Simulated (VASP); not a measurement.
Input for VASP

INCAR:
```
SYSTEM = Ru
PREC = Accurate
ENCUT = 400
EDIFF = 1E-6
NELM = 100
ALGO = Normal
LREAL = .FALSE.
LASPH = .TRUE.
ISMEAR = 1
SIGMA = 0.1
GGA = PE
LMAXMIX = 4
LWAVE = .FALSE.
LCHARG = .FALSE.
ISIF = 2
ICHARG = 11
```

File POSCAR:
```
Ru
1
    1.3550000000    -2.3469290000     0.0000000000
    1.3550000000     2.3469290000     0.0000000000
    0.0000000000     0.0000000000     4.2800000000
Ru
2
Direct
  0.3333330000   0.6666670000   0.2500000000
  0.6666670000   0.3333330000   0.7500000000
```

### KPOINTS
```
Automatic mesh
0
Gamma
12 12 7
0 0 0
```

POTCAR, in this order: Ru_pv (PBE.64 set). Program: vasp_std.

What happens when VASP runs on this input?

There is a fault: ICHARG = 11 asks for a fixed density, but there is no CHGCAR. VASP stops with an error: ERROR: charge density could not be read from file CHGCAR for ICHARG>10 ----> I REFUSE TO CONTINUE WITH THIS SICK JOB ... BYE!!! <----

File standard output:
```
 POSCAR found type information on POSCAR Ru
 POSCAR found :  1 types and       2 ions
 Reading from existing POTCAR
 Reading from existing POTCAR
 LDA part: xc-table for (Slater+PW92), standard interpolation
 WARNING: stress and forces are not correct
 POSCAR, INCAR and KPOINTS ok, starting setup
 WAVECAR not read
 WARNING: CHGCAR is incomplete

 -----------------------------------------------------------------------------
|                                                                             |
|     EEEEEEE  RRRRRR   RRRRRR   OOOOOOO  RRRRRR      ###     ###     ###     |
|     E        R     R  R     R  O     O  R     R     ###     ###     ###     |
|     E        R     R  R     R  O     O  R     R     ###     ###     ###     |
|     EEEEE    RRRRRR   RRRRRR   O     O  RRRRRR       #       #       #      |
|     E        R   R    R   R    O     O  R   R                               |
|     E        R    R   R    R   O     O  R    R      ###     ###     ###     |
|     EEEEEEE  R     R  R     R  OOOOOOO  R     R     ###     ###     ###     |
|                                                                             |
|     ICHARG>10                                                               |
|                                                                             |
|       ---->  I REFUSE TO CONTINUE WITH THIS SICK JOB ... BYE!!! <----       |
|                                                                             |
 -----------------------------------------------------------------------------
```

To mend it, run self-consistently first and keep its CHGCAR, or remove ICHARG. The plain static run on this cell (PBE GGA, plane waves, VASP's PBE PAW potentials (set 64)) converges, and its OSZICAR ends with
```
   1 F= -.18470658E+02 E0= -.18470652E+02  d E =-.174600E-04
```

The compound is Ru in the hcp structure. The cell was not relaxed at this level.
